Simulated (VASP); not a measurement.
Given:

```yaml
crystal:
  lattice:
    - [1.58496, -2.74523, 0.00000]
    - [1.58496, 2.74523, 0.00000]
    - [0.00000, 0.00000, 13.24826]
  atoms:
    - { symbol: Mo, position: [0.33333, 0.66667, 0.25000] }
    - { symbol: Mo, position: [0.66667, 0.33333, 0.75000] }
    - { symbol: S, position: [0.33333, 0.66667, 0.86768] }
    - { symbol: S, position: [0.66667, 0.33333, 0.36768] }
    - { symbol: S, position: [0.66667, 0.33333, 0.13232] }
    - { symbol: S, position: [0.33333, 0.66667, 0.63232] }
```

Calculation: MS2 meta-GGA, VASP's PBE PAW potentials (set 64) (plane waves; VASP). Settings: 520 eV cut-off, 7×7×2 Γ-centred mesh, Gaussian smearing of 0.050 eV, potentials Mo_sv S.

Q: Predict the energy per atom (σ→0).

A: 
| Property | Result |
|---|---|
| energy per atom (σ→0) | -10.141 eV/atom |

Only differences to runs with the same potentials and settings are physical.

The compound is MoS2 in the 2H layered structure. It was relaxed first, which changed the volume by +8 %. The start is the result of an earlier pass.
